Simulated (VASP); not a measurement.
Here is a VASP 6.6.1 calculation.

INCAR

```
PREC = Accurate
ENCUT = 600
EDIFF = 1E-6
ISMEAR = 0
SIGMA = 0.03
LREAL = False
LASPH = True
NELM = 80
ALGO = Normal
ISIF = 3
LWAVE = False
LCHARG = False
GGA = PS
IBRION = 2
NSW = 90
EDIFFG = -0.01
KPAR = 4
```

File KPOINTS:

```
regular mesh
0
Gamma
  6 6 5
```

File POSCAR:

```
Al3Ga5As8
1.0
   -5.6563625000      5.6563625000      0.0000000000
   -5.6563625000      0.0000000000      5.6563625000
    0.0000000000      5.6563625000      5.6563625000
Al Ga As
3 5 8
Direct
    0.0000000000      0.0000000000      0.0000000000
    0.5000000000      0.0000000000      0.0000000000
    0.0000000000      0.5000000000      0.0000000000
    0.0000000000      0.0000000000      0.5000000000
    0.5000000000      0.5000000000      0.0000000000
    0.5000000000      0.0000000000      0.5000000000
    0.0000000000      0.5000000000      0.5000000000
    0.5000000000      0.5000000000      0.5000000000
    0.8750000000      0.8750000000      0.3750000000
    0.3750000000      0.8750000000      0.3750000000
    0.8750000000      0.3750000000      0.3750000000
    0.8750000000      0.8750000000      0.8750000000
    0.3750000000      0.3750000000      0.3750000000
    0.3750000000      0.8750000000      0.8750000000
    0.8750000000      0.3750000000      0.8750000000
    0.3750000000      0.3750000000      0.8750000000
```

Potentials or basis: VASP PAW PBE potentials, release 64 (Al, Ga_d, As).

Command:

```bash
$ cat potpaw_PBE.64/Al/POTCAR potpaw_PBE.64/Ga_d/POTCAR potpaw_PBE.64/As/POTCAR > POTCAR
$ mpirun -np 4 vasp_std > vasp.out
```

(1) What does it give for the band gap on the k mesh?

(2) Estimate the space group after relaxing (to 0.05 Å).

(3) What does it give for the relaxed volume?

(4) Estimate the relaxed cell.

Results:

(1) 0.73 eV, direct.

(2) R3m (No. 160).

(3) 22.80 Å³/atom.

(4) a = 8.020 Å, b = 8.020 Å, c = 8.020 Å, α = 60.00°, β = 60.00°, γ = 60.00°.

Caveat: the PAW data sets were made with another functional, which shifts forces and pressure a little.
